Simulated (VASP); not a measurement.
An input for Ansatz (written as the equivalent of a VASP run, and not itself run):

Ansatz 0.2 input:
```yaml
crystal:
  lattice:
    - [4.5138700, -0.0000000, 0.0000000]
    - [-2.2569355, 3.9091262, 0.0000000]
    - [0.0000000, 0.0000000, 7.4963293]
  atoms:
    - { symbol: Ba, position: [0.3333330, 0.6666670, 0.2500000] }
    - { symbol: Ba, position: [0.6666670, 0.3333330, 0.7500000] }
kpoints:
  mp_grid: { grid: [9, 9, 5] }
hamiltonian:
  xc: r2scan
  pseudopotentials: { kind: paw }
scf:
  occupations: { method: methfessel_paxton, width: 0.1 }
  max_iter: 100
relax:
  max_steps: 60
  f_tol: 0.01
  cell: {}
output: { forces: true, stress: true, eigenvalues: true }
```

### Question
Write the VASP files for the same calculation (r2SCAN).

### Answer
One answer among several that fit: 
**KPOINTS**
```
Automatic
0
gamma
9 9 5
0 0 0
```

POSCAR:
```
Ba
1
    4.5138699890    -0.0000000042    -0.0000000000
   -2.2569355018     3.9091262021     0.0000000000
   -0.0000000000     0.0000000000     7.4963293091
Ba
2
Direct
  0.3333330000   0.6666670000   0.2500000000
  0.6666670000   0.3333330000   0.7500000000
```

INCAR:
```
SYSTEM = Ba
PREC = Accurate
ENCUT = 400
EDIFF = 1E-6
NELM = 100
ALGO = Normal
LREAL = .FALSE.
LASPH = .TRUE.
ISMEAR = 1
SIGMA = 0.1
METAGGA = R2SCAN
LMIXTAU = .TRUE.
LMAXMIX = 4
LWAVE = .FALSE.
LCHARG = .FALSE.
IBRION = 2
ISIF = 3
NSW = 60
EDIFFG = -0.01
```

POTCAR, in this order: Ba_sv (PBE.64 set). Program: vasp_std.

What does not carry over: each code has its own PAW files, so the cut-off isn't converted (ENCUT is set for VASP's; basis.ecutwfc is left out, and Ansatz then takes the one that its files recommend); Ansatz stops its SCF on the density residual and VASP on the energy change (EDIFF).

The structure was generated: Ba was put into the hcp type (P6_3/mmc), which need not be its known phase. It was relaxed first. The start is the result of an earlier pass.
